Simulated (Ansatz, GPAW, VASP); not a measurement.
# Code comparison for Y2CN2O2 (P-3m1, 7 atoms in the cell)

Self-consistent single point, at a second geometry (lattice scaled by 0.98). First geometry:

```
Y2C(NO)2
1.0
    3.66940     0.00000     0.00000
   -1.83470     3.17779     0.00000
    0.00000     0.00000     8.10351
Y C N O
2 1 2 2
Direct
  0.33333   0.66667   0.67752
  0.66667   0.33333   0.32248
  0.00000   0.00000   0.00000
  0.00000   0.00000   0.15015
  0.00000   0.00000   0.84985
  0.33333   0.66667   0.39666
  0.66667   0.33333   0.60334
```

Shared settings, as Ansatz (a first-principles code) writes them: kpoints.mp_grid.grid = 7 7 3; scf.occupations.method = fixed. Potentials and cutoffs stand in the table.

| code | model | ΔF from the first geometry (meV/atom) | pressure (GPa) | largest force (eV/Å) | gap on the mesh (eV) | cutoff |
|---|---|---|---|---|---|---|
| Ansatz | PBEsol, PAW files made with PBE | 42.5 | 14.45 | 3.272 | 4.015 | 420 eV |
| VASP | PBEsol, VASP's PBE PAW potentials (set 64) | 45.1 | 11.00 | 3.661 | 4.007 | 400 eV |
| GPAW | PBEsol, GPAW PAW datasets PBEsol (made by gpaw-setup) | 39.5 | – | 3.410 | 4.024 | 900 eV |

For VASP (by 3.9 GPa) the energy change implies a higher mean pressure, against the two pressures, than for the other programs: a sign of finite-basis (Pulay) stress.

Size of the force on each atom (eV/Å): Sizes of forces hide their directions.

```csv
code,Y1,Y2,C3,N4,N5,O6,O7
Ansatz,0.498,0.498,0.000,3.272,3.272,0.069,0.069
VASP,0.493,0.493,0.000,3.661,3.661,0.053,0.053
GPAW,0.433,0.433,0.000,3.410,3.410,0.071,0.071
```

A dash marks a value that a program does not give, or that is left out as unsure.

Gaps are read on the mesh.

The spread over the programs that give each value: ΔF from the first geometry within 5.6 meV/atom; pressure within 3.45 GPa; largest force within 0.389 eV/Å; gap on the mesh within 0.017 eV.

Ansatz's pressure is given at a fixed set of plane waves, as the other plane-wave codes print theirs; with its correction for the finite basis it is 14.78 GPa (the shift of 0.33 GPa shows how far the cutoff is from converged). The pressure of GPAW is left out: its cutoff lies under the one at which its stress was checked.

VASP's run is marked for a possible Pulay error in its stress at this cutoff; no cutoff test was made.

VASP ran the fixed occupations as a Gaussian smearing of 0.01 eV.

The starting cell comes from a database of computed structures (which also holds hypothetical and non-ambient phases and stackings), without a prior relaxation at this level. Its lattice was rescaled by a random factor within 2.5 % of one. For this run, on top of that: lattice scaled by 0.98.

Left out of this page: Quantum ESPRESSO, ABINIT, CP2K, FLEUR and SIESTA (not drawn, or without a comparable value).

Keys are those of Ansatz 0.2.
